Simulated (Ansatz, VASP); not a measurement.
# One calculation of InRu2, two programs

```xyz
3
Lattice="2.8069 0.0000 0.0000 -1.4034 2.4308 0.0000 0.0000 0.0000 13.3382" Properties=species:S:1:pos:R:3 pbc="T T T"
In    0.0000    0.0000    0.0000
Ru    0.0000    1.6206   11.0656
Ru    0.0000    1.6206    2.2726
```

Change from the starting cell: species swapped into the Te2Mo type (P-6m2, No. 187).

Alike in both runs: functional PBE; k mesh 6 × 6 × 2; occupations gaussian, width 0.1 eV; no spin polarisation.

Ansatz relaxed the structure, and its values are those at the end. VASP's run is a single point on that final structure, the one shown.

```csv
,VASP,Ansatz
version,VASP 6.6.1,Ansatz 0.2.0
potentials or method,"VASP PAW PBE potentials, release 64 (In_d, Ru_pv)","scalar-relativistic, plane waves, PAW"
plane-wave cutoff (eV),520,420
valence electrons in the cell,41,45
```

Ansatz gave:

```
gap on the k mesh at the Fermi level (eV) : none
rms of the force components (eV/Å)        : 0.005
```

Q: What did VASP give for the same quantities?

A: gap on the k mesh at the Fermi level (eV): none; rms of the force components (eV/Å): 0.002.

A gap of «none» marks a metal or a gap that the smearing closes. The two sets of potentials don't hold the same shells in valence.

Caveats: the k mesh is coarse (spacing up to 0.43 Å⁻¹), so the values aren't converged.
